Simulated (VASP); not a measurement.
Here is the system:

```
CELL_PARAMETERS angstrom
     11.56740     0.00000     0.00000
      0.00000    11.56740     0.00000
      0.00000     0.00000    11.56740
ATOMIC_POSITIONS crystal
  Ge 0.49740 0.00088 0.00095
  Ge 0.62674 0.12500 0.12508
  Ge 0.75078 0.24899 0.99929
  Ge 0.87483 0.37308 0.12502
  Ge 0.75075 0.99928 0.24924
  Ge 0.87487 0.12492 0.37322
  Ge 0.00053 0.99930 0.99966
  Ge 0.12638 0.12397 0.12421
  Ge 0.25146 0.24906 0.00068
  Ge 0.37990 0.37398 0.12816
  Ge 0.50057 0.49931 0.00074
  Ge 0.62587 0.61997 0.12816
  Ge 0.75071 0.74841 0.00068
  Ge 0.87585 0.87356 0.12416
  Ge 0.25156 0.00045 0.24930
  Ge 0.37994 0.12782 0.37418
  Ge 0.51260 0.25647 0.25657
  Ge 0.74348 0.48730 0.25665
  Ge 0.87208 0.61995 0.37418
  Ge 0.50056 0.00050 0.49964
  Ge 0.62590 0.12783 0.62028
  Ge 0.74370 0.25623 0.48771
  Ge 0.87212 0.37399 0.62030
  Ge 0.75081 0.00041 0.74860
  Ge 0.87596 0.12391 0.87376
  Ge 0.99896 0.50243 0.00099
  Ge 0.12772 0.62288 0.12700
  Ge 0.24858 0.75128 0.00230
  Ge 0.37695 0.87216 0.12696
  Ge 0.00054 0.24907 0.24921
  Ge 0.12535 0.37353 0.37375
  Ge 0.25307 0.49847 0.25371
  Ge 0.37721 0.62259 0.38267
  Ge 0.50130 0.74683 0.25375
  Ge 0.62625 0.87454 0.37381
  Ge 0.99905 0.00083 0.50257
  Ge 0.12781 0.12687 0.62300
  Ge 0.25313 0.25345 0.49854
  Ge 0.37724 0.38247 0.62262
  Ge 0.61728 0.62248 0.62264
  Ge 0.74633 0.74671 0.49858
  Ge 0.87298 0.87216 0.62302
  Ge 0.24851 0.00214 0.75153
  Ge 0.37695 0.12694 0.87226
  Ge 0.50135 0.25357 0.74685
  Ge 0.62626 0.37358 0.87459
  Ge 0.74633 0.49846 0.74686
  Ge 0.87291 0.62294 0.87230
  Ge 0.99943 0.74841 0.24918
  Ge 0.12432 0.87554 0.37478
  Ge 0.99943 0.49932 0.49962
  Ge 0.12253 0.62560 0.62577
  Ge 0.24785 0.75200 0.50337
  Ge 0.37429 0.87740 0.62574
  Ge 0.99950 0.24894 0.74859
  Ge 0.12431 0.37463 0.87576
  Ge 0.24785 0.50306 0.75216
  Ge 0.37432 0.62550 0.87748
  Ge 0.49666 0.75194 0.75213
  Ge 0.62515 0.87550 0.87571
  Ge 0.99765 0.75136 0.75147
  Ge 0.12530 0.87459 0.87476
  P  0.49505 0.50469 0.50481
```
Cell charge -2.

The numbers are results of PBE GGA, VASP's PBE PAW potentials (set 64) (plane waves; VASP 6.6.1), not measurements. Settings: PREC = Normal, LREAL = Auto, ISYM = 0, NELECT = 255.0, 400 eV cut-off, 1×1×1 Γ-centred mesh, Gaussian smearing of 0.050 eV, potentials Ge P. Starting moments (MAGMOM): 63*0.0476. The cell's moment is fixed (NUPDOWN = 3).

The cell is charged, with a uniform compensating background.  The supercell is sampled at Γ alone, which is coarse: total energies, pressure and levels can be off, energies of defects by several tenths of an eV.

What does the run give for the cell moment, energy per atom (σ→0), pressure?

```
Quantity                        Value
---------------------  --------------
cell moment                   3.00 μB
energy per atom (σ→0)  -4268 meV/atom
pressure                     3.22 GPa
```

Total energies compare only between runs with the same potentials, cut-off and functional.

The cell is a supercell with a defect, built from Ge (diamond): P_Ge-vac_Ge, charge -2.
